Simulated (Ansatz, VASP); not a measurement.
# NiO: VASP beside Ansatz

One calculation is typed for both programs; each brings its own data sets. How far apart do they land? The cell is taken from a series of runs on this material, whose earlier steps may have relaxed, scaled, displaced or heated it; both programs get it as it stands.

Program: Ansatz 0.2.0. Level of theory: plane waves, with VASP 6.6.1 beside it; LDA, DFT+U. Results are calculated unless marked as measured.

## (1) The starting structure

The structure is cubic, space group Fm-3m (No. 225). The conventional cell has a = 4.172 Å, b = 4.172 Å, c = 4.172 Å, α = 90.00°, β = 90.00°, γ = 90.00°. Nearest to Ni lie 6 O at 2.09 Å. Nearest to O lie 6 Ni at 2.09 Å. Farther neighbours and most contacts between anions are not listed.

## (2) Ansatz: single point, LDA, DFT+U

Ansatz runs on its PAW soft_1 files.

With cell and atoms fixed, the geometry can't cause a difference; cores, projectors, grids and the points listed under the comparison can.

input.yaml

```yaml
crystal:
  lattice:
    - [0.0, 2.0859016414, 2.0859016414]
    - [4.1718032828, 0.0, 4.1718032828]
    - [4.1718032828, 2.0859016414, 2.0859016414]
  atoms:
    - { symbol: Ni, position: [0.0, 0.0, 0.0], spin: 2.0 }
    - { symbol: Ni, position: [0.0, 0.5, 0.0], spin: -2.0 }
    - { symbol: O, position: [0.5, 0.0, 0.5] }
    - { symbol: O, position: [0.5, 0.5, 0.5] }
magnetization:
  spin_polarized: true
kpoints:
  mp_grid: { grid: [8, 8, 8] }
hamiltonian:
  xc: lda
  hubbard:
    projectors: ortho-atomic
    sites: [{ species: Ni, l: d, u_eff: 6.0 }]
  pseudopotentials: { kind: paw, azcp: { folder: soft_1 }, xc_functional: pbe }
scf:
  occupations: { method: fermi_dirac, width: 0.05 }
  max_iter: 120
  convergence: { dr2_threshold: 1.0e-08 }
output:
  write_density: true
  write_potential: true
  elf: true
  volumetric_format: npy
```

The run is started by

```sh
$ ansatz run input.yaml --threads 4 --pin off --max-ram 8192MiB --backend cpu --events-out ev --progress --plain --runs-dir out
```

Numbers of over 12 decimals in the logs are rounded to 6 here.

Output:

```text
basis.fft_grid_basis auto: the FFT boxes are laid along the combinations [[1, 0, 0], [-1, 1, 0], [0, -1, 1]] of the cell's own vectors, 2.950, 5.109 and 2.950 Å long. The dense box has 20×36×20 points. Along the cell's own vectors, as sized, it would have 20×40×36, 2.00 times as many. basis.fft_grid_basis: typed keeps the cell's own vectors: state it where this run's energies or levels are differenced outside the eng [...]
Engine: ansatz 0.2.0, aarch64-unknown-linux-gnu
Pseudopotentials: kind: paw
Pseudopotential: Ni, paw, valence charge 18, recommended cutoff 420 eV (normal), soft_1/Ni.paw.azcp
Pseudopotential: O, paw, valence charge 6, recommended cutoff 420 eV (normal), soft_1/O.paw.azcp
Functional definition: SPW92
  exchange = slater_x
  correlation = pw_c
Crystal: 4 atoms, lattice volume = 36.303 Å³
Basis set: ecut = 420 eV, 681 PW (Γ), FFT grids on a1, −a1+a2, −a2+a3
Bands: 32, of which v1, the nominal top of the filled ones, is band 24 counted from 1 (23 counted from 0)
Symmetry: 16 space group operations
Space group: P4/mmm (ITA 123), of the structure as read, at distance tolerance 3.3e-5 Å
Magnetic group: BNS 123.350 (UNI 1010), of the structure as read, at distance tolerance 3.3e-5 Å
k-points: 75 of 512
Non-local potential: Ni, projectors of the file, l = 0: 3, l = 1: 2, l = 2: 3, l = 3: 1
Non-local potential: O, projectors of the file, l = 0: 2, l = 1: 2, l = 2: 1
PAW form: soft (Blöchl's): semilocal exchange-correlation on the pseudo side does not see the compensation charge
PAW frozen core: Ni, regenerated for the run's functional, and the local potential with it (the file was generated under x = pbe(κ = 0.804, μ = 0.219515), c = pbe(β = 0.066725))
PAW frozen core: O, regenerated for the run's functional, and the local potential with it (the file was generated under x = pbe(κ = 0.804, μ = 0.219515), c = pbe(β = 0.066725))
PAW one-centre angular grid: Ni, 590 points (default); XC on 64 Gauss nodes
PAW one-centre angular grid: O, 110 points (default); XC on 64 Gauss nodes
Initial density: superposition of atomic densities (chi_scale 0.1, normalization cell, long waves kept (reshape's long-wave potential 0.00 eV rms))
Starting moments: Σ|m| = 4 μB on 2 of 4 sites
Starting magnetic order: antiferromagnet; a translation exchanges its spin sublattices: spin-degenerate at every k-point
Initial wavefunctions: pseudopotential atomic-orbital guess
Functional: x = slater, c = lda
SCF iter   1: F=—  HF=-12654.957251 eV  |F-HF|=—  |Δ(HF+E_count)|=         —  Δρ=2.98e-1 (↑2.98e-1 ↓2.98e-1)  dr2=6.55e1  dr2_m=1.05e1  M=0.000 μB ∫|m|=0.785 μB  β_m=0.30  ethr=3.10e-3  ⟨swp⟩=4.7  Hψ=8431  notcnv=0  defer=13
preconditioner: auto → Kerker (q_TF=auto, 2.858 Å⁻¹)  [metal: Δε(μ)=0.038 eV  Ē_g=14.836 eV  σ=0.050 eV  W_gap=0.18  n_scr=14 (ndim 8)  ℏωp=34.9 eV  f_vac=0.000  D(μ)=2.89/eV (n_scr^D=36)]
spin=Collinear: Kerker preconditioning applied to the charge; magnetization (m = ρ↑ − ρ↓) channel mixes plain (no charge-response kernel on spin).
SCF iter   2: F=—  HF=-12647.925395 eV  |F-HF|=—  |Δ(HF+E_count)|=    7.03e0  Δρ=5.84e-2 (↑5.84e-2 ↓5.84e-2)  dr2=9.08e-1  dr2_m=2.62e-1  M=0.000 μB ∫|m|=2.726 μB  β_m=0.30  ethr=3.10e-3  ⟨swp⟩=3.7  Hψ=6262  notcnv=0  defer=138
SCF iter   3: F=—  HF=-12648.714234 eV  |F-HF|=—  |Δ(HF+E_count)|=   7.89e-1  Δρ=4.20e-2 (↑4.20e-2 ↓4.20e-2)  dr2=4.62e-1  dr2_m=2.00e-1  M=0.000 μB ∫|m|=3.018 μB  β_m=1.00  ethr=1.89e-3  ⟨swp⟩=3.1  Hψ=4865  notcnv=0  defer=140
SCF iter   4: F=—  HF=-12649.618962 eV  |F-HF|=—  |Δ(HF+E_count)|=   9.05e-1  Δρ=1.86e-2 (↑1.86e-2 ↓1.86e-2)  dr2=6.13e-2  dr2_m=8.82e-2  M=0.000 μB ∫|m|=3.321 μB  β_m=1.00  ethr=9.62e-4  ⟨swp⟩=2.9  Hψ=5199  notcnv=0  defer=143
SCF iter   5: F=—  HF=-12650.263661 eV  |F-HF|=—  |Δ(HF+E_count)|=   6.45e-1  Δρ=2.86e-2 (↑2.86e-2 ↓2.86e-2)  dr2=4.01e-1  dr2_m=1.57e-1  M=0.000 μB ∫|m|=3.664 μB  β_m=1.00  ethr=1.28e-4  ⟨swp⟩=2.9  Hψ=4914  notcnv=0  defer=151
SCF iter   6: F=—  HF=-12650.655390 eV  |F-HF|=—  |Δ(HF+E_count)|=   3.92e-1  Δρ=8.14e-3 (↑8.14e-3 ↓8.14e-3)  dr2=4.48e-2  dr2_m=6.14e-4  M=0.000 μB ∫|m|=3.653 μB  β_m=0.30  ethr=1.28e-4  ⟨swp⟩=2.8  Hψ=5161  notcnv=0  defer=152
SCF iter   7: F=—  HF=-12650.946879 eV  |F-HF|=—  |Δ(HF+E_count)|=   2.91e-1  Δρ=8.23e-3 (↑8.23e-3 ↓8.23e-3)  dr2=4.72e-2  dr2_m=1.60e-3  M=0.000 μB ∫|m|=3.685 μB  β_m=1.00  ethr=9.34e-5  ⟨swp⟩=2.0  Hψ=4785  notcnv=0  defer=166
SCF iter   8: F=—  HF=-12651.110807 eV  |F-HF|=—  |Δ(HF+E_count)|=   1.64e-1  Δρ=5.76e-3 (↑5.76e-3 ↓5.76e-3)  dr2=1.79e-2  dr2_m=3.68e-3  M=0.000 μB ∫|m|=3.709 μB  β_m=1.00  ethr=9.34e-5  ⟨swp⟩=2.0  Hψ=2920  notcnv=0  defer=168
SCF iter   9: F=—  HF=-12651.211641 eV  |F-HF|=—  |Δ(HF+E_count)|=   1.01e-1  Δρ=6.54e-3 (↑6.54e-3 ↓6.54e-3)  dr2=3.37e-2  dr2_m=5.58e-3  M=0.000 μB ∫|m|=3.742 μB  β_m=1.00  ethr=3.72e-5  ⟨swp⟩=2.0  Hψ=3653  notcnv=0  defer=168
SCF iter  10: F=—  HF=-12651.270053 eV  |F-HF|=—  |Δ(HF+E_count)|=   5.84e-2  Δρ=4.72e-3 (↑4.72e-3 ↓4.72e-3)  dr2=2.59e-2  dr2_m=5.77e-4  M=0.000 μB ∫|m|=3.750 μB  β_m=1.00  ethr=3.72e-5  ⟨swp⟩=1.8  Hψ=2839  notcnv=0  defer=168
[...]
Mixer restart at iter 15: flushing history
spin-set hold released at iteration 15 (site moments' squared step at or under half its running peak, from the soft ceiling on): the magnetisation degrees of freedom join the quasi-Newton model from the next iteration; the mixer history was flushed
SCF iter  16: F=—  HF=-12651.344700 eV  |F-HF|=—  |Δ(HF+E_count)|=   1.94e-3  Δρ=4.89e-4 (↑4.89e-4 ↓4.89e-4)  dr2=4.71e-5  dr2_m=6.44e-5  M=0.000 μB ∫|m|=3.763 μB  β_m=0.65  ethr=1.57e-7  ⟨swp⟩=2.0  Hψ=4181  notcnv=0  defer=169
SCF iter  17: F=—  HF=-12651.347587 eV  |F-HF|=—  |Δ(HF+E_count)|=   2.89e-3  Δρ=6.19e-4 (↑6.19e-4 ↓6.19e-4)  dr2=2.07e-5  dr2_m=1.20e-4  M=0.000 μB ∫|m|=3.767 μB  β_m=0.82  ethr=9.81e-8  ⟨swp⟩=2.1  Hψ=4039  notcnv=0  defer=169
SCF iter  18: F=—  HF=-12651.348113 eV  |F-HF|=—  |Δ(HF+E_count)|=   5.26e-4  Δρ=5.39e-4 (↑5.39e-4 ↓5.39e-4)  dr2=2.33e-4  dr2_m=1.38e-5  M=0.000 μB ∫|m|=3.770 μB  β_m=0.77  ethr=4.30e-8  ⟨swp⟩=2.5  Hψ=4321  notcnv=0  defer=169
SCF iter  19: F=—  HF=-12651.348036 eV  |F-HF|=—  |Δ(HF+E_count)|=   7.66e-5  Δρ=9.16e-5 (↑9.16e-5 ↓9.16e-5)  dr2=5.09e-6  dr2_m=6.42e-7  M=0.000 μB ∫|m|=3.769 μB  β_m=0.78  ethr=4.30e-8  ⟨swp⟩=2.3  Hψ=4107  notcnv=0  defer=169
SCF iter  20: F=—  HF=-12651.348036 eV  |F-HF|=—  |Δ(HF+E_count)|=   3.33e-7  Δρ=4.42e-5 (↑4.42e-5 ↓4.42e-5)  dr2=8.66e-7  dr2_m=6.73e-8  M=0.000 μB ∫|m|=3.769 μB  β_m=0.89  ethr=1.06e-8  ⟨swp⟩=2.0  Hψ=3326  notcnv=0  defer=169
SCF iter  21: F=—  HF=-12651.348036 eV  |F-HF|=—  |Δ(HF+E_count)|=   3.40e-7  Δρ=7.76e-6 (↑7.76e-6 ↓7.76e-6)  dr2=3.06e-8  dr2_m=2.31e-9  M=0.000 μB ∫|m|=3.769 μB  β_m=0.89  ethr=1.80e-9  ⟨swp⟩=2.1  Hψ=3713  notcnv=0  defer=169
SCF iter  22: F=-12651.348036 eV  HF=-12651.348036 eV  |F-HF|=6.15e-10  |Δ(HF+E_count)|=   7.31e-9  Δρ=1.51e-6 (↑1.51e-6 ↓1.51e-6)  dr2=2.23e-9  dr2_m=1.55e-10  M=0.000 μB ∫|m|=3.769 μB  ethr=2.08e-11  ⟨swp⟩=6.2  Hψ=9352  notcnv=0
SCF 1 converged in 22 iterations: F = -12651.348036 eV  dr2 = 2.23e-9
  greatest PAW one-centre occupation: 1.002 electrons in one spin orbital (limit 2), on the Ni atom at site 1 (counted from 0), in its partial waves of l = 1
Symmetry: 4 space group operations
k-points: 170 of 512
Initial density: read from a saved state, or passed on in memory by an earlier SCF of this step, an earlier step, the calling program or the single point that the run made first
Starting moments: Σ|m| = 4 μB on 2 of 4 sites; this step starts from the density that it was given
Initial wavefunctions: those read from a saved state, or passed on in memory by an earlier step or the calling program
the translation (0, 0.5, 0) carries every atom to within crystal.symmetry.tolerance of an atom of its element with the starting moment reversed, but both spin channels are solved: the run starts from a saved state that isn't shown to keep it, or this solve from the single point that its walk made first
iter 1 solved again at ethr=4.61e-12 eV; its pass at ethr=2.08e-6 eV (dr2=2.21e-9 eV) is discarded
SCF iter   1: F=—  HF=-12651.348036 eV  |F-HF|=—  |Δ(HF+E_count)|=         —  Δρ=1.50e-6 (↑1.50e-6 ↓1.50e-6)  dr2=2.21e-9  dr2_m=1.55e-10  M=0.000 μB ∫|m|=3.769 μB  ethr=4.61e-12  ⟨swp⟩=1.0  Hψ=48896  notcnv=0
preconditioner: auto → none  [insulator: Δε(μ)=1.318 eV  Ē_g=14.654 eV  σ=0.050 eV  W_gap=1.00  n_scr=14 (ndim 8)  ℏωp=34.9 eV  f_vac=0.000  D(μ)=0.00/eV (n_scr^D=0)  ε∞_Penn≈6.7]
SCF converged after 22 iterations
Magnetization: 0.0000 μB (24.0000 up, 24.0000 down)
Absolute magnetization: 3.7737 μB (∫|ρ↑−ρ↓|, with the PAW one-centre terms)
Spin contamination: 2.0015 ħ² per cell (⟨S²⟩ above its minimum at these occupations)
Per-site moments (μB) at R_I (Å): [(1.689761, 0.860434), (-1.689761, 0.860434), (-0.084727, 0.860434), (0.084727, 0.860434)]
Free energy (F): -12651.348036 eV
Harris-Foulkes:  -12651.348036 eV  (|F-HF|=6.15e-10)
Internal energy: -12651.348036 eV  (E = F + TS)
E sigma→0 (E₀):  -12651.348036 eV
Entropy (-TS):   -0.000000 eV (-0.000 meV/atom)
Fermi energy:    14.154007 eV
--- Per-component energies (eV) ---
  E_band       = -727.128425
  E_kinetic    = 997.590069
  E_local      = -6561.873156  (includes V_loc(G=0)·N_el)
  E_nonlocal   = -105.418529
  E_hartree    = 3366.089524
  E_xc         = -360.004244
  E_vxc        = -465.308591  (∫ρ·V_xc dr)
  E_hubbard    = 1.815834  (on-site DFT+U / exact-exchange correction)
  E_vhub       = -46.301105  (the Hubbard potential's part of the band-sum identity)
  E_paw        = -3481.015349  (= ΣΔE_a)
  E_vpaw       = -1278.003883  (= ΣTr[D̂ρ^β])
  E_aug_tail   = 0.003549  (compensation charges beyond the density's cutoff)
  E_ewald      = -6509.597820
  E_core_change = 1.062085  (= ΣΔE_core)
  E_smearing   = -0.000000  (= −TS)
  E_closure    = 0.000000  (closes the sum)
  Σ components = -12651.348036   (vs F -12651.348036, Δ=0.00e0)
--- Band table (eV; the first three rows and the last of 150) ---
  k-point 0 ↑: bands = [... 20 lower, 10.1518, 11.5850, 11.5956, 11.5956, 14.8257, 15.0895, 15.6931, 19.9596, ... 4 higher]
  k-point 1 ↑: bands = [... 20 lower, 10.5199, 10.8830, 11.6755, 11.7124, 15.1802, 15.3498, 16.7547, 20.5805, ... 4 higher]
  k-point 2 ↑: bands = [... 20 lower, 10.5569, 10.6015, 12.2164, 12.3443, 15.9584, 15.9674, 18.4548, 21.5209, ... 4 higher]
  k-point 74 ↓: bands = [... 20 lower, 9.9961, 10.4989, 10.4989, 11.2898, 15.3633, 15.9161, 22.2321, 22.7233, ... 4 higher]
Occupation matrices written to <dir>
```

[end of part 1 of 2]

[Lines on the potential files, build, host, timing and source positions are cut from VASP's logs without a mark.]

[Logs are printed without paths, hosts, clocks, repeated set-up lines and the standing remarks that a program may print on its own settings, such as how far it seeks lower states.]

[Hosts, paths, dates, database ids (printed as entryN), source tags and the programs' standing remarks are cut or masked in the printed files.]
